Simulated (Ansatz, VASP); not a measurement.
# TiC in two plane-wave programs, part 2 of 2

One calculation is typed for both programs; each brings its own data sets. How far apart do they land? The cell is taken from a series of runs on this material, whose earlier steps may have relaxed, scaled, displaced or heated it; both programs get it as it stands.

VASP 6.6.1 and Ansatz 0.2.0.

So far: The structure; Ansatz: elastic constants, LDA.

**3. VASP: elastic constants, LDA**

Level of this step: LDA; plane waves and PAW (Ti_sv, C) (VASP).

The same cell, functional (in two slightly different forms), mesh and smearing now go to VASP, with its own data sets.

Lines of VASP's logs that name or quote its potential files are left out, and so is its time.

The input, INCAR:

```
SYSTEM = TiC
PREC = Accurate
ENCUT = 600
EDIFF = 1E-08
NELM = 120
ISMEAR = -1
SIGMA = 1
LREAL = .FALSE.
ALGO = Normal
GGA = PW92
NBANDS = 14
LASPH = .TRUE.
LORBIT = 11
LWAVE = .FALSE.
LCHARG = .FALSE.
ISIF = 3
IBRION = 6
NFREE = 2
POTIM = 0.015
NSW = 1
GGA_COMPAT = .FALSE.
KPAR = 2
```

The input, POSCAR:

```
TiC
1.0
    0.0000000000      2.1751359594      2.1751359594
    2.1751359594      0.0000000000      2.1751359594
    2.1751359594      2.1751359594      0.0000000000
Ti C
1 1
Direct
    0.0000000000      0.0000000000      0.0000000000
    0.5000000000      0.5000000000      0.5000000000
```

The input, KPOINTS:

```
Automatic mesh
0
Gamma
20 20 20
0 0 0
```

Potentials, in the order of the species: Ti_sv and C (LDA family, release 64).

Run with:

```
> mpirun -np 2 vasp_std
```

Numbers of over 12 decimals in the logs are rounded to 6 here.

The program printed:

```text
[banner, memory and clock lines left out]
running    2 mpi-ranks, on    1 nodes
 distrk:  each k-point on    1 cores,    2 groups
 distr:  one band on    1 cores,    1 groups

 POSCAR found type information on POSCAR TiC
 POSCAR found :  2 types and       2 ions
|                                                                             |
|               ----> ADVICE to this user running VASP <----                  |
|                                                                             |
|     You enforced a specific xc type in the INCAR file but a different       |
|     [... a line on the potential file left out ...]
|     I HOPE YOU KNOW WHAT YOU ARE DOING!                                     |
|                                                                             |

 LDA part: xc-table for (Slater(with rela. corr.)+PW92), standard interpolation
 POSCAR, INCAR and KPOINTS ok, starting setup
 FFT: planning ... GRIDC
 FFT: planning ... GRID_SOFT
 FFT: planning ... GRID
 WAVECAR not read
 entering main loop
       N       E                     dE             d eps       ncg     rms          rms(c)
DAV:   1     0.125120426149E+03    0.12512E+03   -0.87909E+03  7176   0.149E+03
DAV:   2    -0.178004744696E+02   -0.14292E+03   -0.13548E+03  7624   0.369E+02
DAV:   3    -0.261774632016E+02   -0.83770E+01   -0.81840E+01  9564   0.863E+01
DAV:   4    -0.265262353183E+02   -0.34877E+00   -0.34843E+00  8932   0.160E+01
DAV:   5    -0.265352268471E+02   -0.89915E-02   -0.89908E-02  9668   0.225E+00    0.172E+01
DAV:   6    -0.225852960968E+02    0.39499E+01   -0.13297E+01 10370   0.570E+01    0.740E+00
DAV:   7    -0.217855675768E+02    0.79973E+00   -0.29297E+00  8840   0.242E+01    0.468E+00
DAV:   8    -0.217543724383E+02    0.31195E-01   -0.12537E-01  7894   0.395E+00    0.296E+00
DAV:   9    -0.217428591154E+02    0.11513E-01   -0.81776E-02  9302   0.317E+00    0.531E-01
DAV:  10    -0.217424073011E+02    0.45181E-03   -0.74594E-03  9320   0.108E+00    0.469E-01
DAV:  11    -0.217410509280E+02    0.13564E-02   -0.45047E-03  7804   0.101E+00    0.104E-01
DAV:  12    -0.217410359179E+02    0.15010E-04   -0.26447E-04  7870   0.215E-01    0.281E-02
DAV:  13    -0.217410298855E+02    0.60323E-05   -0.77891E-06  9216   0.333E-02    0.432E-03
DAV:  14    -0.217410294711E+02    0.41446E-06   -0.84026E-07  9004   0.134E-02    0.198E-03
DAV:  15    -0.217410294179E+02    0.53133E-07   -0.10310E-07 10492   0.380E-03    0.447E-04
DAV:  16    -0.217410294156E+02    0.23615E-08   -0.84408E-09  4846   0.126E-03
   1 F= -.21741029E+02 E0= -.20144797E+02  d E =-.319246E+01
[... from here on, the cycles between the ionic steps are left out ...]
   2 F= -.21735383E+02 E0= -.20106918E+02  d E =-.325693E+01
   9 F= -.21739302E+02 E0= -.20142536E+02  d E =-.319353E+01
  10 F= -.21739302E+02 E0= -.20142535E+02  d E =-.319353E+01
  11 F= -.21739302E+02 E0= -.20142532E+02  d E =-.319354E+01
  12 F= -.21739302E+02 E0= -.20142535E+02  d E =-.319353E+01
  13 F= -.21739302E+02 E0= -.20142536E+02  d E =-.319353E+01
  14 F= -.21740058E+02 E0= -.20143877E+02  d E =-.319236E+01
  15 F= -.21740058E+02 E0= -.20143877E+02  d E =-.319236E+01
  16 F= -.21740059E+02 E0= -.20143877E+02  d E =-.319236E+01
 Finite differences progress:
  Degree of freedom:   8/  8
  Displacement:        1/  2
  Total:              15/ 16
 bond charge predicted
       N       E                     dE             d eps       ncg     rms          rms(c)
DAV:   1    -0.217412731775E+02   -0.12144E-02   -0.14156E+00 17960   0.680E+00    0.201E-01
DAV:   2    -0.217404687387E+02    0.80444E-03   -0.88958E-03 21164   0.729E-01    0.100E-01
DAV:   3    -0.217400487497E+02    0.41999E-03   -0.11850E-03 21322   0.252E-01    0.202E-02
DAV:   4    -0.217400602852E+02   -0.11535E-04   -0.13904E-04 20198   0.949E-02    0.172E-02
DAV:   5    -0.217400589887E+02    0.12964E-05   -0.21529E-06 23468   0.197E-02    0.557E-03
DAV:   6    -0.217400588178E+02    0.17096E-06   -0.91446E-07 24584   0.131E-02    0.349E-03
DAV:   7    -0.217400588200E+02   -0.22569E-08   -0.11830E-07 20030   0.356E-03    0.264E-03
DAV:   8    -0.217400588026E+02    0.17404E-07   -0.53329E-08 22616   0.250E-03    0.838E-04
DAV:   9    -0.217400588008E+02    0.18238E-08   -0.46088E-09 10958   0.599E-04
  17 F= -.21740059E+02 E0= -.20143877E+02  d E =-.319236E+01
 Finite differences progress:
  Degree of freedom:   8/  8
  Displacement:        2/  2
  Total:              16/ 16
```

From OUTCAR (step 3):

```text
ion  position               nearest neighbor table
   1  0.000  0.000  0.000-   2 2.18   2 2.18   2 2.18   2 2.18   2 2.18   2 2.18
   2  0.500  0.500  0.500-   1 2.18   1 2.18   1 2.18   1 2.18   1 2.18   1 2.18

  LATTYP: Found a face centered cubic cell.
 ALAT       =     4.3502719188

 Subroutine GETGRP returns: Found 48 space group operations
 (whereof 48 operations were pure point group operations)

The static configuration has the point symmetry O_h .

 Found    256 irreducible k-points:

   k-points           NKPTS =    256   k-points in BZ     NKDIM =    256   number of bands    NBANDS=     14

   dimension x,y,z NGX =    28 NGY =   28 NGZ =   28
   dimension x,y,z NGXF=    56 NGYF=   56 NGZF=   56

   ENCUT  =  600.0 eV  44.10 Ry    6.64 a.u.   6.14  6.14  6.14*2*pi/ulx,y,z

   NELECT =      16.0000    total number of electrons

 k-points in reciprocal lattice and weights: Automatic mesh
   0.00000000  0.00000000  0.00000000       0.000
   0.05000000  0.00000000  0.00000000       0.001
   0.10000000  0.00000000  0.00000000       0.001
   0.15000000  0.00000000  0.00000000       0.001
   0.20000000  0.00000000  0.00000000       0.001
   0.25000000  0.00000000  0.00000000       0.001
   0.30000000  0.00000000  0.00000000       0.001
   0.35000000  0.00000000  0.00000000       0.001
   0.40000000  0.00000000  0.00000000       0.001
[...]
-0.30000000  0.50000000  0.20000000       0.002
  -0.25000000  0.50000000  0.25000000       0.001

 average (electrostatic) potential at core
       1 -70.9270       2 -49.1146

 E-fermi :   9.1856

 k-point     1 :       0.0000    0.0000    0.0000
  band No.  band energies     occupation
    ...
      4     -22.8218      2.00000
      5      -3.1357      1.99999
      6       9.9569      0.63240
      7       9.9569      0.63240
      8       9.9695      0.62694
      9      10.5979      0.39175
     10      10.6463      0.37670
     11      10.6463      0.37670
     12      11.0599      0.26608
     13      11.0967      0.25771
    ...

 k-point     2 :       0.0500    0.0000    0.0000
  band No.  band energies     occupation
    ...
      5      -3.0791      1.99999
      6       9.5787      0.80595
      7       9.7870      0.70802
      8       9.8042      0.70019
      9      10.2790      0.50195
     10      10.2913      0.49734
     11      10.8806      0.31022
     12      11.6683      0.15416
     13      11.6804      0.15244
     14      19.5340      0.00006

 k-point     3 :       0.1000    0.0000    0.0000
  band No.  band energies     occupation
    ...
      4     -22.8265      2.00000
      5      -2.9120      1.99999
      6       8.8944      1.14459
      7       9.1917      0.99695
      8       9.2025      0.99155
      9      10.3048      0.49229
     10      10.3083      0.49100
     11      11.2114      0.23304
     12      12.4923      0.07068
     13      12.4989      0.07023
    ...

  Total        0.0520538      0.0425479      0.0425479      0.0000000      0.0000000      0.0000000
  in kB        4.0520436      3.3120706      3.3120706      0.0000000      0.0000000      0.0000000
  external PRESSURE =       3.5587283 kB  Pullay stress =       0.0000000 kB

  energy-cutoff  :      600.00
  volume of cell :       20.58
      direct lattice vectors                 reciprocal lattice vectors
     0.000000000  2.175135959  2.175135959    -0.229870688  0.229870688  0.229870688
     2.175135959  0.000000000  2.175135959     0.229870688 -0.229870688  0.229870688
     2.175135959  2.175135959  0.000000000     0.229870688  0.229870688 -0.229870688

 POSITION                                       TOTAL-FORCE (eV/Angst)
 -----------------------------------------------------------------------------------
      0.00000      0.00000      0.00000        -0.129506      0.000000      0.000000
      2.16014      2.17514      2.17514         0.129506      0.000000      0.000000
 -----------------------------------------------------------------------------------
    total drift:                                0.000023      0.000000      0.000000

  FREE ENERGIE OF THE ION-ELECTRON SYSTEM (eV)
  ---------------------------------------------------
  free  energy   TOTEN  =       -21.7400588008 eV

  energy  without entropy=      -18.5476955232  energy(sigma->0) =      -20.14387716

  SYMMETRIZED ELASTIC MODULI (kBar)
 Direction    XX          YY          ZZ          XY          YZ          ZX
 --------------------------------------------------------------------------------
 XX        4613.8443    761.3618    761.3618     -0.0000      0.0000      0.0000
 YY         761.3618   4613.8443    761.3618      0.0000      0.0000      0.0000
 ZZ         761.3618    761.3618   4613.8443      0.0000      0.0000     -0.0000
 XY          -0.0000      0.0000      0.0000   1199.4077      0.0000      0.0000
 YZ           0.0000      0.0000      0.0000      0.0000   1199.4077      0.0000
 ZX           0.0000      0.0000     -0.0000      0.0000      0.0000   1199.4077
 --------------------------------------------------------------------------------

 Eigenvectors and eigenvalues of the dynamical matrix
 ----------------------------------------------------

   1 f  =   14.823277 THz    93.137396 2PiTHz  494.451295 cm-1    61.304120 meV
             X         Y         Z           dx          dy          dz
      0.000000  0.000000  0.000000     0.001248    0.034547    0.446455
      2.175136  2.175136  2.175136    -0.002492   -0.068982   -0.891470

   2 f  =   14.823277 THz    93.137396 2PiTHz  494.451295 cm-1    61.304120 meV
             X         Y         Z           dx          dy          dz
      0.000000  0.000000  0.000000    -0.026615   -0.445662    0.034560
      2.175136  2.175136  2.175136     0.053145    0.889886   -0.069008

   3 f  =   14.823277 THz    93.137396 2PiTHz  494.451295 cm-1    61.304120 meV
             X         Y         Z           dx          dy          dz
      0.000000  0.000000  0.000000     0.446998   -0.026632    0.000811
      2.175136  2.175136  2.175136    -0.892554    0.053178   -0.001620

   4 f/i=    0.000565 THz     0.003547 2PiTHz    0.018831 cm-1     0.002335 meV
             X         Y         Z           dx          dy          dz
      0.000000  0.000000  0.000000    -0.029746    0.104624   -0.887497
      2.175136  2.175136  2.175136    -0.014897    0.052397   -0.444466

   5 f/i=    0.000565 THz     0.003547 2PiTHz    0.018831 cm-1     0.002335 meV
             X         Y         Z           dx          dy          dz
      0.000000  0.000000  0.000000     0.090693   -0.883051   -0.107140
      2.175136  2.175136  2.175136     0.045420   -0.442239   -0.053656

   6 f/i=    0.000565 THz     0.003547 2PiTHz    0.018831 cm-1     0.002335 meV
             X         Y         Z           dx          dy          dz
      0.000000  0.000000  0.000000     0.889029    0.093583   -0.018765
      2.175136  2.175136  2.175136     0.445233    0.046867   -0.009398

 ELASTIC MODULI CONTR FROM IONIC RELAXATION (kBar)
 Direction    XX          YY          ZZ          XY          YZ          ZX
 --------------------------------------------------------------------------------
 XX           0.0000      0.0000      0.0000      0.0000      0.0000      0.0000
 YY           0.0000      0.0000      0.0000      0.0000      0.0000      0.0000
 ZZ           0.0000      0.0000      0.0000      0.0000      0.0000      0.0000
 XY           0.0000      0.0000      0.0000      0.0000      0.0000      0.0000
 YZ           0.0000      0.0000      0.0000      0.0000      0.0000      0.0000
 ZX           0.0000      0.0000      0.0000      0.0000      0.0000      0.0000
 --------------------------------------------------------------------------------

 TOTAL ELASTIC MODULI (kBar)
 Direction    XX          YY          ZZ          XY          YZ          ZX
 --------------------------------------------------------------------------------
 XX        4613.8443    761.3618    761.3618     -0.0000      0.0000      0.0000
 YY         761.3618   4613.8443    761.3618      0.0000      0.0000      0.0000
 ZZ         761.3618    761.3618   4613.8443      0.0000      0.0000     -0.0000
 XY          -0.0000      0.0000      0.0000   1199.4077      0.0000      0.0000
 YZ           0.0000      0.0000      0.0000      0.0000   1199.4077      0.0000
 ZX           0.0000      0.0000     -0.0000      0.0000      0.0000   1199.4077
 --------------------------------------------------------------------------------

 total charge
# of ion       s       p       d       tot
------------------------------------------
    1        2.197   6.231   2.027  10.455
    2        0.892   1.480   0.000   2.373
--------------------------------------------------
tot          3.090   7.711   2.027  12.828

[... 3 further parts left out ...]
```

The last energy, forces, stress and levels in OUTCAR belong to the last displaced cell, not to the cell of POSCAR.

Levels, forces or a CONTCAR printed for this step are those of its last displaced cell, not of the structure at rest.

**4. Differences**

Known differences besides the potentials themselves: the cutoff is 420 eV in Ansatz and 600 eV in VASP; VASP's log shows a relativistic correction to its local exchange, Ansatz's none; VASP takes each elastic constant from one size of strain, Ansatz from those that its log lists. Total energies have different zeros and are not compared.

Compared:

| quantity | Ansatz | VASP | difference |
| --- | --- | --- | --- |
| C11 (GPa) | 461.0 | 461.4 | -0.09 % |
| C22 (GPa) | 461.0 | 461.4 | -0.09 % |
| C33 (GPa) | 461.0 | 461.4 | -0.09 % |
| C12 (GPa) | 77.5 | 76.1 | +1.80 % |
| C13 (GPa) | 77.5 | 76.1 | +1.80 % |
| C23 (GPa) | 77.5 | 76.1 | +1.80 % |
| C44 (GPa) | 120.7 | 119.9 | +0.67 % |
| C55 (GPa) | 120.7 | 119.9 | +0.67 % |
| C66 (GPa) | 120.7 | 119.9 | +0.67 % |

**5. Summary of results**

```yaml
difference_in_c12_elastic_constants_lda: 1.8 %
```

The difference in C12 is 1.8 % (elastic constants, LDA), within the 5 % picked in this series as the mark of a large difference. How closely two codes agree says nothing of how well the functional describes the real material.

[Lines on the potential files, build, host, timing and source positions are cut from VASP's logs without a mark.]

[Logs are printed without paths, hosts, clocks, repeated set-up lines and the standing remarks that a program may print on its own settings, such as how far it seeks lower states.]

[Hosts, paths, dates, database ids (printed as entryN), source tags and the programs' standing remarks are cut or masked in the printed files.]
